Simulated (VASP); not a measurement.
Data:

```
CELL_PARAMETERS angstrom
      1.73293    -3.00153     0.00000
      1.73293     3.00153     0.00000
      0.00000     0.00000     5.37570
ATOMIC_POSITIONS crystal
  Lu 0.33333 0.66667 0.25000
  Lu 0.66667 0.33333 0.75000
```

Method: SCAN meta-GGA, VASP's PBE PAW potentials (set 64) (plane waves; VASP). Numerical set-up: 520 eV cut-off, 14×14×8 Γ-centred mesh, tetrahedra with Blöchl corrections, potentials Lu_3.

Give the energies of bands 7 to 12 at the high-symmetry points, in eV from the Fermi level.

```csv
band,Γ,M,K,A,L,H
7,-6.53,-2.55,-1.07,-4.68,-2.29,-0.68
8,-2.59,-1.53,-1.07,-4.68,-2.29,-0.68
9,0.86,-0.91,-0.76,1.33,0.14,-0.52
10,2.36,-0.38,-0.68,1.33,0.14,-0.52
11,2.36,1.81,1.45,2.25,1.51,0.43
12,2.90,1.99,1.45,2.25,1.51,0.43
```

It has no gap at this level: it comes out as a metal or semimetal.

The compound is Lu in the hcp structure. It was relaxed first, which changed the volume by -5 %.
